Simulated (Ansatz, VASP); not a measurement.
# Nb2COF (Nb2COF MXene monolayer) in two plane-wave programs, part 2 of 2

One calculation is typed for both programs; each brings its own data sets. How far apart do they land? Of the first pair: The structure shown is the start of the Ansatz relaxation below; VASP solves that cell, so the two are compared at the walk's first step.

VASP 6.6.1 and Ansatz 0.2.0.

So far: Set-up; Ansatz: relaxation, PBE with D3(BJ).

**3. VASP: single point, PBE with D3(BJ), start cell, pair 1**

Level of this step: PBE with D3(BJ), zero-moment start; plane waves and PAW (F, Nb_sv, C, O) (VASP).

The same cell, functional, mesh and smearing now go to VASP, with its own data sets.

Lines of VASP's logs that name or quote its potential files are left out, and so is its time.

The input, INCAR:

```
SYSTEM = Nb2COF
PREC = Accurate
ENCUT = 520
EDIFF = 1E-06
NELM = 200
ISMEAR = -1
SIGMA = 0.05
LREAL = .FALSE.
ALGO = Normal
GGA = PE
IVDW = 12
NBANDS = 30
ISPIN = 2
MAGMOM = 0 0 0 -0 -0
LASPH = .TRUE.
LMAXMIX = 4
LORBIT = 11
LWAVE = .FALSE.
LCHARG = .FALSE.
ISIF = 2
LDIPOL = .TRUE.
IDIPOL = 3
DIPOL = 0.5 0.5 0.499
LVHAR = .TRUE.
GGA_COMPAT = .FALSE.
NELMDL = -8
KPAR = 2
```

The input, POSCAR:

```
Nb2COF
1.0
    3.1505760000      0.0000000000      0.0000000000
   -1.5752880000      2.7284790000      0.0000000000
    0.0000000000      0.0000000000     40.0426920000
F Nb C O
1 2 1 1
Direct
    0.3333333333      0.6666666667      0.4432768906
    0.6666666667      0.3333333333      0.4666694237
    0.3333333333      0.6666666667      0.5287598047
    0.0000000000      0.0000000000      0.4977146142
    0.6666666667      0.3333333333      0.5567231094
```

The input, KPOINTS:

```
Automatic mesh
0
Gamma
12 12 1
0 0 0
```

Potentials, in the order of the species: F, Nb_sv, C and O (PBE family, release 64).

Started as:

```console
$ mpirun -np 2 vasp_std
```

Numbers of over 12 decimals in the logs are rounded to 6 here.

The log of the run:

```text
[banner, memory and clock lines left out]
running    2 mpi-ranks, on    1 nodes
 distrk:  each k-point on    1 cores,    2 groups
 distr:  one band on    1 cores,    1 groups

 POSCAR found type information on POSCAR F NbC O
 POSCAR found :  4 types and       5 ions
 LDA part: xc-table for (Slater+PW92), standard interpolation
 POSCAR, INCAR and KPOINTS ok, starting setup
 FFT: planning ... GRIDC
 FFT: planning ... GRID_SOFT
 FFT: planning ... GRID
 WAVECAR not read
 entering main loop
       N       E                     dE             d eps       ncg     rms          rms(c)
DAV:   1     0.402173407070E+03    0.40217E+03   -0.21147E+04  2984   0.113E+03
DAV:   2     0.362814582308E+01   -0.39855E+03   -0.38403E+03  3062   0.384E+02
DAV:   3    -0.498057414429E+02   -0.53434E+02   -0.52845E+02  3684   0.124E+02
DAV:   4    -0.526657279577E+02   -0.28600E+01   -0.28040E+01  3704   0.288E+01
DAV:   5    -0.527783688453E+02   -0.11264E+00   -0.11010E+00  3728   0.453E+00
DAV:   6    -0.527822580405E+02   -0.38892E-02   -0.38425E-02  3714   0.851E-01
DAV:   7    -0.527824099428E+02   -0.15190E-03   -0.15172E-03  3378   0.134E-01
DAV:   8    -0.527824133386E+02   -0.33958E-05   -0.33950E-05  3762   0.228E-02    0.190E+01
DAV:   9    -0.454336727271E+02    0.73487E+01   -0.63708E+01  3376   0.482E+01    0.995E+00
DAV:  10    -0.466474368411E+02   -0.12138E+01   -0.37420E+01  3688   0.341E+01    0.851E+00
DAV:  11    -0.437141982231E+02    0.29332E+01   -0.18923E+01  3332   0.206E+01    0.391E+00
DAV:  12    -0.435521161103E+02    0.16208E+00   -0.18300E+00  3368   0.767E+00    0.218E+00
DAV:  13    -0.434866920696E+02    0.65424E-01   -0.34645E-01  3608   0.353E+00    0.111E+00
DAV:  14    -0.434733683279E+02    0.13324E-01   -0.15998E-01  3300   0.241E+00    0.457E-01
[...]
DAV:  25    -0.434664512492E+02   -0.36963E-04   -0.40917E-06  2448   0.522E-03    0.126E-03
DAV:  26    -0.434664681120E+02   -0.16863E-04   -0.17457E-06  2320   0.417E-03    0.998E-04
DAV:  27    -0.434664803914E+02   -0.12279E-04   -0.89505E-07  2160   0.314E-03    0.539E-04
DAV:  28    -0.434664867956E+02   -0.64042E-05   -0.27327E-07  2168   0.199E-03    0.410E-04
DAV:  29    -0.434664928370E+02   -0.60414E-05   -0.24965E-07  2120   0.167E-03    0.305E-04
DAV:  30    -0.434664964430E+02   -0.36060E-05   -0.20926E-07  2080   0.142E-03    0.204E-04
DAV:  31    -0.434664976760E+02   -0.12330E-05   -0.48751E-08  2050   0.976E-04    0.140E-04
DAV:  32    -0.434664984944E+02   -0.81839E-06   -0.21464E-08  2012   0.679E-04
   1 F= -.44702001E+02 E0= -.44692644E+02  d E =-.187124E-01  mag=    -0.0000
```

Parts of OUTCAR (step 3):

```text
ion  position               nearest neighbor table
   1  0.333  0.667  0.443-   2 2.05   2 2.05   2 2.05
   2  0.667  0.333  0.467-   1 2.05   1 2.05   1 2.05   4 2.20   4 2.20   4 2.20
   3  0.333  0.667  0.529-   5 2.14   5 2.14   5 2.14   4 2.20   4 2.20   4 2.20
   4  0.000  0.000  0.498-   2 2.20   3 2.20   2 2.20   3 2.20   2 2.20   3 2.20
   5  0.667  0.333  0.557-   3 2.14   3 2.14   3 2.14

  LATTYP: Found a hexagonal cell.
 ALAT       =     3.1505760000
 C/A-ratio  =    12.7096416655

 Subroutine GETGRP returns: Found  6 space group operations
 (whereof  6 operations were pure point group operations)

The static configuration has the point symmetry C_3v.

 Found     19 irreducible k-points:

   k-points           NKPTS =     19   k-points in BZ     NKDIM =     19   number of bands    NBANDS=     30

   dimension x,y,z NGX =    24 NGY =   24 NGZ =  300
   dimension x,y,z NGXF=    48 NGYF=   48 NGZF=  600

   ENCUT  =  520.0 eV  38.22 Ry    6.18 a.u.   5.86  5.86 74.45*2*pi/ulx,y,z

   NELECT =      43.0000    total number of electrons

 k-points in reciprocal lattice and weights: Automatic mesh
   0.00000000  0.00000000  0.00000000       0.007
   0.08333333 -0.00000000  0.00000000       0.042
   0.16666667  0.00000000  0.00000000       0.042
   0.25000000  0.00000000  0.00000000       0.042
   0.33333333  0.00000000  0.00000000       0.042
   0.41666667 -0.00000000  0.00000000       0.042
   0.50000000  0.00000000  0.00000000       0.021
   0.08333333  0.08333333  0.00000000       0.042
   0.16666667  0.08333333  0.00000000       0.083
[...]
0.33333333  0.25000000  0.00000000       0.083
   0.33333333  0.33333333  0.00000000       0.014

 dipolmoment           0.000000      0.000000      0.215183 electrons x Angstroem

 average (electrostatic) potential at core
       1 -85.6692       2 -91.3732       3 -91.5810       4 -56.5230       5 -77.3121

 E-fermi :  -1.3027

 spin component 1
 k-point     1 :       0.0000    0.0000    0.0000
  band No.  band energies     occupation
    ...
     19      -4.0224      1.00000
     20      -4.0224      1.00000
     21      -2.4823      1.00000
     22      -2.4823      1.00000
     23      -1.7960      0.99995
     24      -1.1172      0.02392
     25      -0.5000      0.00000
     26      -0.5000      0.00000
     27       0.0004      0.00000
     28       0.3558      0.00000
    ...

 k-point     2 :       0.0833   -0.0000    0.0000
  band No.  band energies     occupation
    ...
     19      -4.3266      1.00000
     20      -4.2581      1.00000
     21      -2.4723      1.00000
     22      -2.1980      1.00000
     23      -1.6625      0.99925
     24      -1.1286      0.02985
     25      -0.4115      0.00000
     26      -0.3853      0.00000
     27       0.1456      0.00000
     28       0.4913      0.00000
    ...

 k-point     3 :       0.1667    0.0000    0.0000
  band No.  band energies     occupation
    ...
     18      -5.5072      1.00000
     19      -4.6339      1.00000
     20      -4.4306      1.00000
     21      -2.7398      1.00000
     22      -1.6741      0.99941
     23      -1.2881      0.42776
     24      -0.9439      0.00076
     25      -0.1489      0.00000
     26      -0.1161      0.00000
     27       0.5453      0.00000
    ...

 k-point     4 :       0.2500    0.0000    0.0000
  band No.  band energies     occupation
    ...
     17      -6.4968      1.00000
     18      -6.0239      1.00000
     19      -4.8471      1.00000
     20      -4.7126      1.00000
     21      -3.0539      1.00000
     22      -1.1309      0.03120
     23      -0.8251      0.00007
     24      -0.6433      0.00000
     25       0.2086      0.00000
     26       0.3293      0.00000
    ...

 k-point     5 :       0.3333    0.0000    0.0000
  band No.  band energies     occupation
    ...
     17      -6.4627      1.00000
     18      -5.9273      1.00000
     19      -5.0652      1.00000
     20      -4.8237      1.00000
     21      -3.2806      1.00000
     22      -0.6450      0.00000
     23      -0.5570      0.00000
     24      -0.3011      0.00000
     25       0.6763      0.00000
     26       0.7070      0.00000
    ...

 k-point     6 :       0.4167   -0.0000    0.0000
  band No.  band energies     occupation
    ...
     17      -6.4958      1.00000
     18      -5.8331      1.00000
     19      -5.2215      1.00000
     20      -4.6900      1.00000
     21      -3.3856      1.00000
     22      -0.6935      0.00001
     23      -0.1344      0.00000
     24      -0.0306      0.00000
     25       0.8950      0.00000
     26       0.9964      0.00000
    ...

 Edisp (eV)   -1.23550

  Total       3.33104     3.33104     0.89403     0.00000     0.00000    -0.00000
  in kB      15.50445    15.50445     4.16130     0.00000     0.00000    -0.00000
  external pressure =       11.72 kB  Pullay stress =        0.00 kB

  energy-cutoff  :      520.00
  volume of cell :      344.22
      direct lattice vectors                 reciprocal lattice vectors
     3.150576000  0.000000000  0.000000000     0.317402278  0.183252281  0.000000000
    -1.575288000  2.728479000  0.000000000     0.000000000  0.366504562  0.000000000
     0.000000000  0.000000000 40.042692000     0.000000000  0.000000000  0.024973346

 POSITION                                       TOTAL-FORCE (eV/Angst)
 -----------------------------------------------------------------------------------
     -0.00000      1.81899     17.75000        -0.000000     -0.000000     -5.623676
      1.57529      0.90949     18.68670         0.000000     -0.000000      7.164878
     -0.00000      1.81899     21.17297         0.000000     -0.000000     -0.226560
      0.00000      0.00000     19.92983         0.000000     -0.000000     -0.430095
      1.57529      0.90949     22.29269        -0.000000      0.000000     -0.884547
 -----------------------------------------------------------------------------------
    total drift:                                0.000000      0.000001     -0.000259

  FREE ENERGIE OF THE ION-ELECTRON SYSTEM (eV)
  ---------------------------------------------------
  free  energy   TOTEN  =       -44.7020005428 eV

  energy  without entropy=      -44.6832881877  energy(sigma->0) =      -44.69264437

 vacuum level on the upper side and lower side of the slab         4.632         0.102

 total charge
# of ion       s       p       d       tot
------------------------------------------
    1        1.743   4.440   0.000   6.183
    2        2.151   6.048   2.556  10.755
    3        2.164   6.078   2.241  10.482
    4        0.881   1.564   0.000   2.445
    5        1.573   3.406   0.000   4.979
--------------------------------------------------
tot          8.511  21.536   4.797  34.844

 magnetization (x)
# of ion       s       p       d       tot
------------------------------------------
    1       -0.000  -0.000   0.000  -0.000
    2       -0.000  -0.000  -0.000  -0.000
    3        0.000  -0.000  -0.000  -0.000
    4        0.000  -0.000   0.000  -0.000
    5        0.000   0.000   0.000   0.000
--------------------------------------------------
tot         -0.000   0.000  -0.000  -0.000

[... 4 further parts left out ...]
```

This run allows spin, but its moments start at zero, where symmetry between the spins tends to hold them. Its electron count is odd, so without a moment it is a metal by construction.

**4. Differences**

Known differences besides the potentials themselves: Ansatz cuts the interaction across the vacuum, VASP repeats the sheet with a dipole correction; the cutoff is 420 eV in Ansatz and 520 eV in VASP. Total energies have different zeros and are not compared.

Forces (eV/Å; atoms numbered as in POSCAR):

```tsv
atom	Ansatz x, y, z	VASP x, y, z
F1	0.000, 0.000, -5.621	0.000, 0.000, -5.624
Nb2	0.000, 0.000, 7.140	0.000, 0.000, 7.165
Nb3	0.000, 0.000, -0.213	0.000, 0.000, -0.227
C4	0.000, 0.000, -0.426	0.000, 0.000, -0.430
O5	0.000, 0.000, -0.880	0.000, 0.000, -0.885
```

The forces differ by 7.6 meV/Å r.m.s., which is 0.3 % of the r.m.s. force of 2.366 eV/Å (both taken over all components). Moments aren't recorded for both runs of this pair, so they may hold unlike magnetic states. With vacuum in the cell, a pressure given here is an average over mostly empty space and none of the material.

**5. Ansatz: relaxation, PBE with D3(BJ)**

This run makes the geometry at which the two programs are then compared.

The structure compared here is the end of the Ansatz relaxation.

The input, input.yaml:

```yaml
crystal:
  lattice:
    - [3.150576, 0.0, 0.0]
    - [-1.575288, 2.7284788526, 0.0]
    - [0.0, 0.0, 40.0426923709]
  atoms:
    - { symbol: F, position: [0.3333333333, 0.6666666667, 0.4432768865] }
    - { symbol: Nb, position: [0.6666666667, 0.3333333333, 0.4666694114], spin: 1.0 }
    - { symbol: C, position: [0.0, 0.0, 0.4977146103] }
    - { symbol: Nb, position: [0.3333333333, 0.6666666667, 0.5287598093], spin: 1.0 }
    - { symbol: O, position: [0.6666666667, 0.3333333333, 0.5567231135] }
  periodic: [true, true, false]
magnetization:
  spin_polarized: true
kpoints:
  mp_grid: { grid: [12, 12, 1] }
hamiltonian:
  xc: pbe
  dispersion: d3bj
scf:
  occupations: { method: fermi_dirac, width: 0.05 }
  convergence: { dr2_threshold: 1.0e-09 }
relax:
  f_tol: 0.004
  max_steps: 90
  cell: {}
output:
  write_potential: true
  write_density: true
  volumetric_format: npy
```

Started as:

```console
$ ansatz run input.yaml --threads 2 --pin off --max-ram 3072MiB --backend cpu --events-out ev --progress --plain --runs-dir out
```

The log of the run:

```text
[...]
Crystal: 5 atoms, lattice volume = 344.218 Å³
Basis set: ecut = 420 eV, 6649 PW (Γ), exchange–correlation on 48×48×540 points (8 copies of the dense FFT grid, shifted against one another)
Bands: 28, of which v1, the nominal top of the filled ones, is band 22 counted from 1 (21 counted from 0)
[...]
cell:  # Å, volume = 337.5721 Å³
    - [3.120012, 0, 0]
    - [-1.560006, 2.702010, 0]
    - [0, 0, 40.0426923709]
  atoms:
    - { symbol: F, position: [0.333333, 0.666667, 0.435157] }
    - { symbol: Nb, position: [0.666667, 0.333333, 0.470689] }
    - { symbol: C, position: [0, 0, 0.499349] }
    - { symbol: Nb, position: [0.333333, 0.666667, 0.530538] }
    - { symbol: O, position: [0.666667, 0.333333, 0.557411] }
[key lines of the parts left out:]
SCF converged after 4 iterations
Magnetization: 0.0000 μB (21.5000 up, 21.5000 down)
Free energy (F): -10735.720690 eV
Fermi energy:    -5.374336 eV
P = ½ c Tr σ = 0.0168 N/m
```

**6. VASP: single point, PBE with D3(BJ), relaxed cell, pair 2**

The same cell, functional, mesh and smearing now go to VASP, with its own data sets.

INCAR is that of step 3.

The input, POSCAR:

```
Nb2COF
1.0
    3.1200122840      0.0000000000      0.0000000000
   -1.5600061420      2.7020098980      0.0000000000
    0.0000000000      0.0000000000     40.0426923709
F Nb C O
1 2 1 1
Direct
    0.3333333333      0.6666666667      0.4351570075
    0.6666666667      0.3333333333      0.4706886104
    0.3333333333      0.6666666667      0.5305375142
    0.0000000000      0.0000000000      0.4993492074
    0.6666666667      0.3333333333      0.5574114915
```

KPOINTS is that of step 3.

Started as:

```console
$ mpirun -np 2 vasp_std
```

The log of the run:

```text
[... set-up lines as in an earlier step ...]
 entering main loop
       N       E                     dE             d eps       ncg     rms          rms(c)
DAV:   1     0.399513028513E+03    0.39951E+03   -0.21289E+04  3008   0.113E+03
DAV:   2     0.558809149431E+00   -0.39895E+03   -0.38590E+03  3148   0.384E+02
DAV:   3    -0.507220809372E+02   -0.51281E+02   -0.50716E+02  3702   0.120E+02
DAV:   4    -0.534377482166E+02   -0.27157E+01   -0.26813E+01  3752   0.283E+01
[...]
DAV:  30    -0.449076120912E+02   -0.15887E-05   -0.39502E-08  1638   0.145E-03    0.104E-04
DAV:  31    -0.449076131559E+02   -0.10647E-05   -0.37049E-08  1592   0.931E-04    0.122E-04
DAV:  32    -0.449076137392E+02   -0.58330E-06   -0.16827E-08  1578   0.935E-04
   1 F= -.46162961E+02 E0= -.46156530E+02  d E =-.128608E-01  mag=    -0.0000
```

From OUTCAR (step 6):

```text
 Edisp (eV)   -1.25535

  Total      -0.12849    -0.12849    -0.14688    -0.00000     0.00000     0.00000
  in kB      -0.60985    -0.60985    -0.69711    -0.00000     0.00000     0.00000
  external pressure =       -0.64 kB  Pullay stress =        0.00 kB

 POSITION                                       TOTAL-FORCE (eV/Angst)
 -----------------------------------------------------------------------------------
     -0.00000      1.80134     17.42486        -0.000000     -0.000000     -0.001157
      1.56001      0.90067     18.84764         0.000000      0.000000      0.025624
     -0.00000      1.80134     21.24415         0.000000     -0.000000     -0.015144
      0.00000      0.00000     19.99529         0.000000     -0.000000     -0.003838
      1.56001      0.90067     22.32026        -0.000000      0.000000     -0.005485
 -----------------------------------------------------------------------------------
    total drift:                                0.000000      0.000000      0.001976

  FREE ENERGIE OF THE ION-ELECTRON SYSTEM (eV)
  ---------------------------------------------------
  free  energy   TOTEN  =       -46.1629606389 eV

  energy  without entropy=      -46.1500998464  energy(sigma->0) =      -46.15653024

 magnetization (x)
# of ion       s       p       d       tot
------------------------------------------
    1        0.000  -0.000   0.000  -0.000
    2        0.000  -0.000  -0.000   0.000
    3        0.000  -0.000   0.000   0.000
    4       -0.000  -0.000   0.000  -0.000
    5        0.000  -0.000   0.000  -0.000
--------------------------------------------------
tot          0.000  -0.000  -0.000   0.000

[... 1 part as in an earlier step ...]

[... 2 further parts left out ...]
[key lines of the parts left out:]
E-fermi :  -2.8315
```

**7. Side by side**

At this near-relaxed geometry the largest component of a force difference is 29 meV/Å. With vacuum in the cell, a pressure given here is an average over mostly empty space and none of the material.

**8. Outcome**

| Property | Result |
| --- | --- |
| r.m.s. force difference (single point, PBE with D3(BJ), start cell, pair 1) | 0.32 % of the r.m.s. force |
| r.m.s. force difference (single point, PBE with D3(BJ), relaxed cell, pair 2) | 8.8 meV/Å |

**Reading.** The r.m.s. force difference is 8.8 meV/Å (single point, PBE with D3(BJ), relaxed cell, pair 2), within the 12 meV/Å picked in this series as the mark of a large difference. How closely two codes agree says nothing of how well the functional describes the real material.

[Lines on the potential files, build, host, timing and source positions are cut from VASP's logs without a mark.]

[Logs are printed without paths, hosts, clocks, repeated set-up lines and the standing remarks that a program may print on its own settings, such as how far it seeks lower states.]

[Hosts, paths, dates, database ids (printed as entryN), source tags and the programs' standing remarks are cut or masked in the printed files.]
